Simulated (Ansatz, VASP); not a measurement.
Two plane-wave programs on CaMg4

```xyz
5
Lattice="5.3616 0.0000 0.0000 0.0000 5.3616 0.0000 0.0000 0.0000 5.3616" Properties=species:S:1:pos:R:3 pbc="T T T"
Ca    0.0000    0.0000    0.0000
Mg    0.0000    2.6808    2.6808
Mg    2.6808    0.0000    2.6808
Mg    2.6808    2.6808    0.0000
Mg    2.6808    2.6808    2.6808
```

Alike in both runs: functional PBE; k mesh 8 × 8 × 8; occupations gaussian, width 0.1 eV; no spin polarisation.

Ansatz relaxed the structure, and its values are those at the end. VASP's run is a single point on that final structure, the one shown.

```csv
,VASP,Ansatz
version,VASP 6.6.1,Ansatz 0.2.0
potentials or method,"VASP PAW PBE potentials, release 64 (Ca_sv, Mg)","scalar-relativistic, plane waves, PAW"
plane-wave cutoff (eV),520,420
valence electrons in the cell,18,50
```

|  | VASP | Ansatz | Ansatz less VASP |
| --- | --- | --- | --- |
| gap on the k mesh at the Fermi level (eV) | none | none | - |
| pressure (GPa) | 0.0 | 0.0 | +0.02 |

A gap of «none» marks a metal or a gap that the smearing closes. The two sets of potentials don't hold the same shells in valence.
